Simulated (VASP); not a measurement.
Calculation: revPBE GGA, VASP's PBE PAW potentials (set 64) (plane waves; VASP).

Input for VASP

POSCAR:
```
Bi2Te3
1
   12.4851273210    -2.2316081751     0.2548942166
   12.4851273210     2.2316081751     0.2548942166
   12.0079369936     0.0000000000     4.0905843855
Bi Te
2 3
Direct
  0.3889859338   0.3889859338   0.3889859339
  0.6110140662   0.6110140662   0.6110140661
  1.0000000000   1.0000000000   0.0000000000
  0.2314088577   0.2314088577   0.2314088578
  0.7685911423   0.7685911423   0.7685911422
```

File KPOINTS:
```
Automatic mesh
0
Gamma
7 7 7
0 0 0
```

### INCAR
```
SYSTEM = Bi2Te3
PREC = Accurate
ENCUT = 520
EDIFF = 1E-7
NELM = 100
ALGO = Normal
LREAL = .FALSE.
LASPH = .TRUE.
ISMEAR = -5
GGA = RE
LMAXMIX = 4
LWAVE = .FALSE.
LCHARG = .TRUE.
LORBIT = 11
NEDOS = 601
ISIF = 2
LEFG = .TRUE.
```

POTCAR, in this order: Bi_d Te (PBE.64 set). Program: vasp_std.

Without a dispersion term in the relaxation, distances and binding between the weakly bound layers, chains or molecules are unreliable, and so is what depends on them.

Problem. Predict the energy per atom (σ→0).

Solution. 
* **energy per atom (σ→0)**: -3.392 eV/atom

### OSZICAR
```
...
DAV:  10    -0.169583889571E+02   -0.63127E-03   -0.29855E-03  2912   0.260E-01    0.947E-02
DAV:  11    -0.169585007348E+02   -0.11178E-03   -0.29177E-04  2928   0.959E-02    0.638E-02
DAV:  12    -0.169585231344E+02   -0.22400E-04   -0.71210E-05  3160   0.416E-02    0.264E-02
DAV:  13    -0.169585425836E+02   -0.19449E-04   -0.32917E-05  2712   0.344E-02    0.623E-03
DAV:  14    -0.169585432498E+02   -0.66617E-06   -0.14177E-06  2508   0.735E-03    0.368E-03
DAV:  15    -0.169585435029E+02   -0.25317E-06   -0.11474E-06  2384   0.572E-03    0.142E-03
DAV:  16    -0.169585435733E+02   -0.70345E-07   -0.98424E-08  1916   0.225E-03
   1 F= -.16958544E+02 E0= -.16958544E+02  d E =0.000000E+00
```

The compound is Bi2Te3 in the tetradymite structure. It was relaxed first, which changed the volume by +27 %.
